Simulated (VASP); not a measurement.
# Ca2FeO3 (P6/mmm) in VASP: relaxation of cell and atoms with PBE

Aim: the relaxation of cell and atoms of Ca2FeO3 with PBE.

Program: VASP 6.6.1. These are calculated values, not measurements. Logs are shortened: lines on timing, memory, paths and dates and some standing lists are left out, and cuts for length are marked.

### 1 Starting point

Symmetry: P6/mmm, No. 191, hexagonal system. Conventional cell: a = 5.630 Å, b = 5.630 Å, c = 3.081 Å, α = 90.00°, β = 90.00°, γ = 120.00°. Around Ca (site symmetry -6m2) lie 6 O at 2.24 Å. Around Fe (site symmetry 6/mmm) lie 2 Fe at 3.08 Å and 12 O at 3.21 Å and 6 Ca at 3.25 Å. O (site symmetry mmm) has 4 Ca at 2.24 Å as nearest neighbours.

The cell was built by a generator and needn't be a form met in nature.

### 2 Relaxation of cell and atoms, PBE, collinear spin, ferromagnetic start

Contents of INCAR:

```
SYSTEM = Ca2FeO3
  PREC = Normal
  ENCUT = 520
  EDIFF = 1E-4
  ISMEAR = 0
  SIGMA = 0.15
  LREAL = .FALSE.
  LASPH = .TRUE.
  NELM = 60
  ALGO = Fast
  ISIF = 3
  LWAVE = .FALSE.
  LCHARG = .FALSE.
  ISPIN = 2
  MAGMOM = 0 0 3 0 0 0
  LORBIT = 11
  LMAXMIX = 4
  GGA = PE
  IBRION = 2
  NSW = 24
  EDIFFG = -0.08
```

Contents of KPOINTS:

```
regular mesh
0
G
  3 3 5
  0 0 0
```

Contents of POSCAR:

```
Ca2FeO3
1.0
    5.6298484800      0.0000000000      0.0000000000
   -2.8149242400      4.8755918000      0.0000000000
    0.0000000000      0.0000000000      3.0812240100
Ca Fe O
2 1 3
Direct
    0.6666666700      0.3333333300      0.0000000000
    0.3333333300      0.6666666700      0.0000000000
    0.0000000000      0.0000000000      0.0000000000
    0.0000000000      0.5000000000      0.5000000000
    0.5000000000      0.0000000000      0.5000000000
    0.5000000000      0.5000000000      0.5000000000
```

Potentials or basis: VASP PAW PBE potentials, release 64 (Ca_sv, Fe, O).

Run with:

```sh
$ cat potpaw_PBE.64/Ca_sv/POTCAR potpaw_PBE.64/Fe/POTCAR potpaw_PBE.64/O/POTCAR > POTCAR
$ mpirun -np 1 vasp_std > vasp.out
```

OUTCAR:

```text
SYSTEM = Ca2FeO3
   PREC = Normal
   ENCUT = 520
   EDIFF = 1E-4
   ISMEAR = 0
   LREAL = .FALSE.
   LASPH = .TRUE.
   NELM = 60
   ISIF = 3
   ISPIN = 2
   LORBIT = 11
   GGA = PE
   IBRION = 2
   NSW = 24
   EDIFFG = -0.08

 ion  position               nearest neighbor table
   1  0.667  0.333  0.000-   5 2.24   5 2.24   4 2.24   4 2.24   6 2.24   6 2.24
   2  0.333  0.667  0.000-   5 2.24   5 2.24   4 2.24   4 2.24   6 2.24   6 2.24
   3  0.000  0.000  0.000-
   4  0.000  0.500  0.500-   1 2.24   2 2.24   1 2.24   2 2.24
   5  0.500  0.000  0.500-   1 2.24   2 2.24   1 2.24   2 2.24
   6  0.500  0.500  0.500-   1 2.24   2 2.24   1 2.24   2 2.24

  LATTYP: Found a hexagonal cell.
 ALAT       =     5.6298484800
 C/A-ratio  =     0.5473014098

  Lattice vectors:

 A1 = (   5.6298484800,   0.0000000000,   0.0000000000)
 A2 = (  -2.8149242400,   4.8755918000,   0.0000000000)
 A3 = (   0.0000000000,   0.0000000000,   3.0812240100)

Analysis of symmetry for initial positions (statically):
=====================================================================
 Subroutine PRICEL returns:
 Original cell was already a primitive cell.

 Routine SETGRP: Setting up the symmetry group for a
 hexagonal supercell.

 Subroutine GETGRP returns: Found 24 space group operations
 (whereof 24 operations were pure point group operations)
 out of a pool of 24 trial point group operations.

The static configuration has the point symmetry D_6h.

Analysis of symmetry for dynamics (positions and initial velocities):
=====================================================================
 Subroutine PRICEL returns:
 Original cell was already a primitive cell.

 Routine SETGRP: Setting up the symmetry group for a
 hexagonal supercell.

 Subroutine GETGRP returns: Found 24 space group operations
 (whereof 24 operations were pure point group operations)
 out of a pool of 24 trial point group operations.

The dynamic configuration has the point symmetry D_6h.

Analysis of structural, dynamic, and magnetic symmetry:
=====================================================================
 Subroutine PRICEL returns:
 Original cell was already a primitive cell.

 Routine SETGRP: Setting up the symmetry group for a
 hexagonal supercell.

 Subroutine GETGRP returns: Found 24 space group operations
 (whereof 24 operations were pure point group operations)
 out of a pool of 24 trial point group operations.

[... 98 lines left out ...]
   ISIF   =      3    stress and relaxation
   ISYM   =      2    0-nonsym 1-usesym 2-fastsym
   POTIM  = 0.5000    time-step for ionic-motion
   TEBEG  =    0.0;   TEEND  =   0.0 temperature during run
   PSTRESS=    0.0 pullay stress
   NELECT =      46.0000    total number of electrons
   NUPDOWN=      -1.0000    fix difference up-down
   EMIN   =  10.00;   EMAX   =-10.00  energy-range for DOS
   EFERMI =   0.00;   METHOD = LEGACY
   ISMEAR =     0;   SIGMA  =   0.15  broadening in eV -4-tet -1-fermi 0-gaus
   EFERMI_NEDOS =   21; number of points for ismear=-14 and -15
   IALGO  =     68    algorithm
   IMIX   =      4    mixing-type and parameters
     AMIX     =   0.40;   BMIX     =  1.00
     AMIX_MAG =   1.60;   BMIX_MAG =  1.00
  volume/ion in A,a.u.               =      14.10        95.12
  Fermi-wavevector in a.u.,A,eV,Ry     =   1.336324  2.525286 24.296754  1.785761
  Thomas-Fermi vector in A             =   2.464959
   LORBIT       =     11    0 simple, 1 ext, 2 COOP (PROOUT), +10 PAW based schemes
   GGA     = PE    functional components
   LHFCALC =     F    Hartree Fock is set to
   AEXX    =    0.0000 exact exchange contribution
   IVDW    =     0    specifies the selected vdW correction
   LEPSILON=     F    determine dielectric tensor
   LRPA    =     F    only Hartree local field effects (RPA)
 conjugate gradient relaxation of ions
 spin polarized calculation
 RMM-DIIS sequential band-by-band and
 Gauss-broadening in eV      SIGMA  =   0.15
  energy-cutoff  :      520.00
  volume of cell :       84.58
 maximum number of plane-waves:      2316
   NGX = 21   NGY = 21   NGZ = 11

--------------------------------------- Ionic step        1  -------------------------------------------

 number of electron      46.0000015 magnetization       4.3175813

 Free energy of the ion-electron system (eV)
  ---------------------------------------------------
  ext. energy  EPLUGINS =         0.00000000
  ---------------------------------------------------
  free energy    TOTEN  =       -33.97694550 eV

  energy without entropy =      -33.91905909  energy(sigma->0) =      -33.94800229

 E-fermi :   2.1906     XC(G=0): -10.3784

 val. band max:        2.1531160280   @ k =   0.0000   0.0000   0.0000
 cond. band min:       2.2340393230   @ k =   0.0000   0.0000   0.0000
 fundamental gap:      0.0809232950
 Fermi energy:         2.1905669391

 spin component 1

 k-point     1 :       0.0000    0.0000    0.0000
  band No.  band energies     occupation
      1     -34.6084      1.00000
      2     -34.4977      1.00000
      3     -16.9320      1.00000
      4     -16.9320      1.00000
      5     -15.6850      1.00000
      6     -15.6850      1.00000
[... 687 lines left out ...]
--------------------------------------- Ionic step        4  -------------------------------------------

 number of electron      46.0000009 magnetization       4.4037034

 Free energy of the ion-electron system (eV)
  ---------------------------------------------------
  ext. energy  EPLUGINS =         0.00000000
  ---------------------------------------------------
  free energy    TOTEN  =       -34.38520145 eV

  energy without entropy =      -34.31751635  energy(sigma->0) =      -34.35135890

 E-fermi :   1.3342     XC(G=0):  -9.7811

 val. band max:        1.3155938231   @ k =   0.0000   0.0000   0.0000
 cond. band min:       1.3402770669   @ k =   0.3333   0.0000   0.0000
 fundamental gap:      0.0246832438
 Fermi energy:         1.3341542592

 spin component 1

 k-point     1 :       0.0000    0.0000    0.0000
  band No.  band energies     occupation
      1     -35.7204      1.00000
      2     -35.6648      1.00000
      3     -17.6102      1.00000
      4     -17.6102      1.00000
      5     -16.7928      1.00000
      6     -16.7928      1.00000
[... 601 lines left out ...]
  FREE ENERGIE OF THE ION-ELECTRON SYSTEM (eV)
  ---------------------------------------------------
  free  energy   TOTEN  =       -34.3852014457 eV

  energy  without entropy=      -34.3175163515  energy(sigma->0) =      -34.35135890

 reached required accuracy - stopping structural energy minimisation

 total charge

# of ion       s       p       d       tot
------------------------------------------
    1        2.045   5.890   0.341   8.275
    2        2.045   5.890   0.341   8.275
    3        0.275   0.074   6.051   6.401
    4        1.580   3.343   0.000   4.923
    5        1.580   3.343   0.000   4.923
    6        1.580   3.343   0.000   4.923
--------------------------------------------------
tot          9.105  21.883   6.733  37.720

 magnetization (x)

# of ion       s       p       d       tot
------------------------------------------
    1       -0.002  -0.000  -0.008  -0.010
    2       -0.002  -0.000  -0.008  -0.010
    3        0.044   0.000   3.325   3.369
    4        0.004   0.253   0.000   0.258
    5        0.004   0.253   0.000   0.258
    6        0.004   0.253   0.000   0.258
--------------------------------------------------
tot          0.053   0.760   3.308   4.121
```

Run time: 94 s. Hardware: 1 thread of Intel Xeon Platinum 8488C (Sapphire Rapids), shared host; peak memory 0.19 GiB.

Results:

* Free energy: -34.3852 eV
* Relaxed volume: 15.94 Å³/atom
* Relaxed cell: a = 5.974 Å, b = 5.974 Å, c = 3.093 Å, α = 90.00°, β = 90.00°, γ = 120.00°
* Space group after relaxing (to 0.05 Å): P6/mmm (No. 191)
* Energy gained by relaxing: 68.0 meV/atom
* Ionic steps: 4
* Pressure after relaxing: 0.0 GPa
* Band gap on the k mesh: none (metal or under the smearing width)
* Net moment: 4.40 μB per cell
* Site moments: Ca -0.01; Fe +3.37; O +0.26 μB
* Valence electrons inside the program's atomic spheres: Ca 8.28; Fe 6.40; O 4.92

The path:
| step | energy change (eV) | largest force (eV/Å) | pressure (GPa) | volume (Å³) |
| --- | --- | --- | --- | --- |
| 1 | 0.0000 | 0.0000 | 11.18 | 84.58 |
| 2 | -0.3555 | 0.0000 | -1.87 | 97.18 |
| 3 | -0.3618 | 0.0000 | -0.85 | 95.52 |
| 4 | -0.4083 | 0.0000 | 0.02 | 95.61 |

Final structure:
```
CELL_PARAMETERS angstrom
5.97400 0.00000 0.00000
-2.98700 5.17364 0.00000
0.00000 0.00000 3.09348
ATOMIC_POSITIONS crystal
Ca 0.66667 0.33333 0.00000
Ca 0.33333 0.66667 0.00000
Fe 0.00000 0.00000 0.00000
O 0.00000 0.50000 0.50000
O 0.50000 0.00000 0.50000
O 0.50000 0.50000 0.50000
```

Levels at points of the mesh, in eV from the Fermi level:
Spin up:
| k point | band 23 | band 24 | band 25 | band 26 | band 27 | band 28 |
| --- | --- | --- | --- | --- | --- | --- |
| (0.00, 0.00, 0.00) | -0.69 | -0.31 | -0.31 | -0.28 | 4.90 | 4.90 |
Spin down:
```
           k point  band 19  band 20  band 21  band 22  band 23  band 24
(0.00, 0.00, 0.00)    -0.03    -0.03    -0.02     0.03     0.03     0.10
```

Caveat: the k mesh is coarse (spacing up to 0.43 Å⁻¹), so the values aren't converged; a cell with one magnetic atom can't hold antiferromagnetic order, which such compounds often take; semilocal functionals often make such compounds metallic where correlation or magnetic order opens a gap, which also shifts bond lengths; the relaxation stopped at a loose force limit of 0.08 eV/Å, so its end isn't a converged minimum. With open d or f shells a metallic result of PBE can be an artefact of self-interaction; +U or a hybrid may open a gap.
